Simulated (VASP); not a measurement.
Input:

```
CELL_PARAMETERS angstrom
      0.00000     1.80378     1.80378
      1.80378     0.00000     1.80378
      1.80378     1.80378     0.00000
ATOMIC_POSITIONS crystal
  B  0.00000 0.00000 0.00000
  N  0.25000 0.25000 0.25000
```

The numbers are results of PBEsol GGA, VASP's PBE PAW potentials (set 64) (plane waves; VASP), not measurements. Settings: 520 eV cut-off, 16×16×16 Γ-centred mesh, Gaussian smearing of 0.010 eV, potentials B N.

Predict the energy per atom (σ→0), band gap (on the k-mesh) with the smallest direct gap where there is one.

```json
{
 "band gap (on the k-mesh)": "4.28 eV",
 "smallest direct gap (on the k-mesh)": "8.79 eV",
 "energy per atom (σ→0)": "-9.173 eV/atom"
}
```

Only differences to runs with the same potentials and settings are physical.

The compound is BN in the zinc blende structure. It was relaxed first.
